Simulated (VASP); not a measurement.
Given:

```yaml
crystal:
  lattice:
    - [5.30863, 0.00000, 0.00000]
    - [0.00000, 5.30863, 0.00000]
    - [0.00000, 0.00000, 5.30863]
  atoms:
    - { symbol: V, position: [0.00000, 0.00000, 0.00000] }
    - { symbol: Cu, position: [0.50000, 0.00000, 0.00000] }
    - { symbol: Cu, position: [0.00000, 0.00000, 0.50000] }
    - { symbol: Cu, position: [0.00000, 0.50000, 0.00000] }
    - { symbol: S, position: [0.23959, 0.23959, 0.23959] }
    - { symbol: S, position: [0.23959, 0.76041, 0.76041] }
    - { symbol: S, position: [0.76041, 0.23959, 0.76041] }
    - { symbol: S, position: [0.76041, 0.76041, 0.23959] }
```

Calculation: PBEsol GGA, VASP's PBE PAW potentials (set 64) (plane waves; VASP). Run with 400 eV cut-off, 5×5×5 Γ-centred mesh, tetrahedra with Blöchl corrections, potentials V_sv Cu S.

The cores are frozen, which limits the accuracy of field gradients.

Give the principal components of the electric field gradient (V/Å²) and the asymmetry η at each nucleus.

```csv
atom,Vxx,Vyy,Vzz,η
V1,0.0,0.0,0.0,-
Cu2,13.0,13.0,-25.9,0.00
Cu3,13.0,13.0,-25.9,0.00
Cu4,13.0,13.0,-25.9,0.00
S5,16.2,16.2,-32.3,0.00
S6,16.2,16.2,-32.3,0.00
S7,16.2,16.2,-32.3,0.00
S8,16.2,16.2,-32.3,0.00
```

The compound is VCu3S4 in the sg215 structure. It was relaxed first. The run is not spin-polarised, so no magnetic state was tried.
